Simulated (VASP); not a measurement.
# Equation of state of BaB under PBE

It takes space group Pm-3m (No. 221, cubic). Conventional cell: a = 3.686 Å, b = 3.686 Å, c = 3.686 Å, α = 90.00°, β = 90.00°, γ = 90.00°. Ba (site symmetry m-3m) has 8 B at 3.19 Å as nearest neighbours. B (site symmetry m-3m) is surrounded by 8 Ba at 3.19 Å.

The cell comes from a database or a generator and needn't be the stable form of this composition.

The cell was scaled at fixed shape and fractions and run with VASP, PBE PAW files B, Ba_sv, 520 eV; PBE, k mesh 7 × 7 × 7 on the cell of 2 atoms, fermi-dirac occupations of 0.05 eV, no spin polarisation, no spin-orbit coupling. Energies are those that the program minimises, any entropy of the smearing included. For a metal such a mesh isn't converged to the digits shown.

| V (Å³/atom) | energy over the lowest row (meV/atom) |
| --- | --- |
| 23.5325 | 21.163 |
| 24.0332 | ? |
| 24.5339 | 5.121 |
| 25.0346 | 1.340 |
| 25.5353 | 0.000 |
| 26.0360 | 0.859 |
| 26.5367 | 3.704 |

Q: Fit the third-order Birch-Murnaghan form, give V0, B0 and B′, and predict the energy left open.

A: With y = (V0/V)^(2/3), E = E0 + (9 V0 B0/16) [(y - 1)³ B′ + (y - 1)² (6 - 4y)]. Least squares through the rows shown give V0 = 25.5810 Å³/atom, E0 = -0.010 meV, B0 = 35.59 GPa (1 eV/Å³ = 160.218 GPa) and B′ = 4.40, with a largest miss of 0.002 meV. At V = 24.0332 the form with these constants gives 11.628 meV; the run gave 11.626 meV an atom.
